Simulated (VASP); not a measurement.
Data:

```
CELL_PARAMETERS angstrom
      2.12059    -3.67298     0.00000
      2.12059     3.67298     0.00000
      0.00000     0.00000     6.88948
ATOMIC_POSITIONS crystal
  Cd 0.00000 0.00000 0.00000
  I  0.33333 0.66667 0.25183
  I  0.66667 0.33333 0.74817
```

Calculation: PBE GGA with D3 dispersion (Becke-Johnson damping), VASP's PBE PAW potentials (set 64) (plane waves; VASP). Run with 520 eV cut-off, 7×7×4 Γ-centred mesh, tetrahedra with Blöchl corrections, potentials Cd I.

The cores are frozen, which limits the accuracy of field gradients.

Task: Give the principal components of the electric field gradient (V/Å²) and the asymmetry η at each nucleus.

Result: 
| atom | Vxx | Vyy | Vzz | η |
|---|---|---|---|---|
| Cd1 | 0.2 | 0.2 | -0.3 | - |
| I2 | 19.4 | 19.4 | -38.8 | 0.00 |
| I3 | 19.4 | 19.4 | -38.8 | 0.00 |

The compound is CdI2 in the 1T layered structure. It was relaxed first.
